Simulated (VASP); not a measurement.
# What goes wrong when Ruthenium is relaxed with a bad input, part 2 of 2

Some relaxations of Ruthenium get a fault in the input on purpose. Which of them show, and how? The starting structure is a measured crystal structure from the Crystallography Open Database. The first relaxation on each setting starts from this cell expanded by 3 % in volume.

VASP 6.6.1.

Results so far: reference 13.31 Å³ an atom; a loose energy criterion for the relaxation 13.36 Å³ an atom.

**5. Relaxation with too few electronic steps**

Level of this step: PBEsol; plane waves and PAW (Ru_pv) (VASP).

A slip made on purpose: too few electronic steps. Against step 2 the input has NELM = 4 (also changed: NSW).

INCAR reads:

```
SYSTEM = Ru
PREC = Accurate
ENCUT = 450
EDIFF = 1E-06
NELM = 4
ISMEAR = 1
SIGMA = 0.15
LREAL = .FALSE.
ALGO = Normal
GGA = PS
NBANDS = 20
LASPH = .TRUE.
LORBIT = 11
LWAVE = .FALSE.
LCHARG = .FALSE.
KPAR = 8
IBRION = 2
NSW = 30
ISIF = 3
EDIFFG = -0.006
```

POSCAR reads:

```
Ru
1.0
    2.7325918414      0.0000000000      0.0000000000
   -1.3662959207      2.3664939529      0.0000000000
    0.0000000000      0.0000000000      4.3242978068
Ru
2
Direct
    0.6666666667      0.3333333333      0.7500000000
    0.3333333333      0.6666666667      0.2500000000
```

KPOINTS reads:

```
Automatic mesh
0
Gamma
18 18 10
0 0 0
```

The projector-augmented-wave data sets are Ru_pv (PBE family, release 64).

Run with:

```console
$ mpirun -np 8 vasp_std
```

Output:

```text
[... set-up lines as in an earlier step ...]
 entering main loop
       N       E                     dE             d eps       ncg     rms          rms(c)
[... 4 cycles as in an earlier step ...]
 -----------------------------------------------------------------------------
|                                                                             |
|           W    W    AA    RRRRR   N    N  II  N    N   GGGG   !!!           |
|           W    W   A  A   R    R  NN   N  II  NN   N  G    G  !!!           |
|           W    W  A    A  R    R  N N  N  II  N N  N  G       !!!           |
|           W WW W  AAAAAA  RRRRR   N  N N  II  N  N N  G  GGG   !            |
|           WW  WW  A    A  R   R   N   NN  II  N   NN  G    G                |
|           W    W  A    A  R    R  N    N  II  N    N   GGGG   !!!           |
|                                                                             |
|     The electronic self-consistency was not achieved in the given           |
|     number of steps (NELM). The forces and other quantities evaluated       |
[...]
|     E        R    R   R    R   O     O  R    R      ###     ###     ###     |
|     EEEEEEE  R     R  R     R  OOOOOOO  R     R     ###     ###     ###     |
|                                                                             |
|     Orbital orthonormalization failed in the inversion of matrix            |
|     LAPACK: Routine ZPOTRF failed! kpoint: 1 spin: 1                        |
|                                                                             |
|     Possible solutions for this issue are:                                  |
|     - Please check whether the atoms are too close to each other.           |
|     - Decreasing POTIM might help during relaxations or MDs.                |
|     - Deleting CHGCAR or WAVECAR if incompatible with the structure.        |
|     - Try calculating without symmetrizing (ISYM = 0 or ISYM = -1).         |
|     - As last resort: using a different PAW for some of the atoms.          |
|                                                                             |
|       ---->  I REFUSE TO CONTINUE WITH THIS SICK JOB ... BYE!!! <----       |
|                                                                             |
 -----------------------------------------------------------------------------

1
1
1
1
1
1
1
1
```

Wall time 7.6 s (8 MPI ranks of Intel Xeon 6975P-C (Granite Rapids), shared host).

VASP stopped with this message: “Orbital orthonormalization failed in the inversion of matrix LAPACK: Routine ZPOTRF failed! kpoint: 1 spin: 1”.

**6. Relaxation with a cutoff far too low**

A slip made on purpose: a cutoff far too low. Against step 2 the input has PREC = Normal and ENCUT = 130 (also changed: NELM).

INCAR: that of step 5 with these lines changed.

```diff
@@ -1,6 +1,6 @@
 SYSTEM = Ru
-PREC = Accurate
-ENCUT = 450
+PREC = Normal
+ENCUT = 130
 EDIFF = 1E-06
-NELM = 4
+NELM = 60
 ISMEAR = 1
@@ -17,3 +17,3 @@
 IBRION = 2
-NSW = 30
+NSW = 50
 ISIF = 3
```

POSCAR is that of step 5.

KPOINTS is that of step 5.

Run with:

```console
$ mpirun -np 8 vasp_std
```

Output:

```text
[... set-up lines as in an earlier step ...]
 entering main loop
       N       E                     dE             d eps       ncg     rms          rms(c)
DAV:   1     0.728348207614E+02    0.72835E+02   -0.85749E+03 11444   0.531E+02
DAV:   2    -0.621445383118E+01   -0.79049E+02   -0.76047E+02  9748   0.181E+02
DAV:   3    -0.707656371017E+01   -0.86211E+00   -0.85975E+00 10156   0.177E+01
DAV:   4    -0.707839493529E+01   -0.18312E-02   -0.18311E-02  9716   0.782E-01
[...]
DAV:  10     0.495818254735E+01    0.44635E-04   -0.22748E-05 10180   0.368E-02    0.104E-01
DAV:  11     0.495819010076E+01    0.75534E-05   -0.11289E-05 10336   0.245E-02    0.831E-02
DAV:  12     0.495819085860E+01    0.75783E-06   -0.39322E-07  5720   0.454E-03
   1 F= 0.49581909E+01 E0= 0.49579497E+01  d E =0.495819E+01
[...]
-----------------------------------------------------------------------------
|                                                                             |
|     EEEEEEE  RRRRRR   RRRRRR   OOOOOOO  RRRRRR      ###     ###     ###     |
[...]
|     E        R    R   R    R   O     O  R    R      ###     ###     ###     |
|     EEEEEEE  R     R  R     R  OOOOOOO  R     R     ###     ###     ###     |
|                                                                             |
|     Orbital orthonormalization failed in the inversion of matrix            |
|     LAPACK: Routine ZPOTRF failed! kpoint: 1 spin: 1                        |
|                                                                             |
|     Possible solutions for this issue are:                                  |
|     - Please check whether the atoms are too close to each other.           |
|     - Decreasing POTIM might help during relaxations or MDs.                |
|     - Deleting CHGCAR or WAVECAR if incompatible with the structure.        |
|     - Try calculating without symmetrizing (ISYM = 0 or ISYM = -1).         |
|     - As last resort: using a different PAW for some of the atoms.          |
|                                                                             |
|       ---->  I REFUSE TO CONTINUE WITH THIS SICK JOB ... BYE!!! <----       |
|                                                                             |
 -----------------------------------------------------------------------------

1
1
1
1
1
1
1
1
```

The job ended after 6.8 s (8 MPI ranks).

VASP stopped with this message: “Orbital orthonormalization failed in the inversion of matrix LAPACK: Routine ZPOTRF failed! kpoint: 1 spin: 1”.

**7. The runs compared**

```
                                        run            ended  volume (Å³/atom)  change (%)  bulk modulus (GPa)  pressure left (GPa)  core minutes
                                  reference        converged            13.311           -               349.8                 0.06          5.87
               a loose electronic threshold    not converged                 -           -                   -                    -           5.6
a loose energy criterion for the relaxation        converged            13.355        0.34                   -                -1.09          1.68
                   too few electronic steps  stopped by VASP                 -           -                   -                    -          1.01
                       a cutoff far too low  stopped by VASP                 -           -                   -                    -         0.907
```

Core minutes are wall time times ranks, summed over the relaxations behind a row (those for a bulk modulus apart), on shared hosts.

**8. Summary of results**

```
volume of the reference                                                   : 13.31 Å³/atom
volume against the reference, a loose energy criterion for the relaxation : +0.34 %
run with a loose electronic threshold                                     : not converged
run with too few electronic steps                                         : stopped by VASP
run with a cutoff far too low                                             : stopped by VASP
```

**Reading.** VASP stopped by itself in the runs with too few electronic steps and a cutoff far too low. The run with a loose electronic threshold didn't converge. Finished, but with signs in the output that stand out against the reference: a loose energy criterion for the relaxation, with the volume changed by +0.3 % (signs: a stress of up to 1.1 GPa and an energy that rises by up to 0.3 eV an atom on the way). The reference was restarted once and the runs with a slip weren't, so their cells may not have settled fully. Further runs on this material are not shown.

[Lines on the potential files, build, host, timing and source positions are cut from VASP's logs without a mark.]

[Logs are printed without paths, hosts, clocks, repeated set-up lines and the standing remarks that a program may print on its own settings, such as how far it seeks lower states.]

[Hosts, paths, dates, database ids (printed as entryN), source tags and the programs' standing remarks are cut or masked in the printed files.]
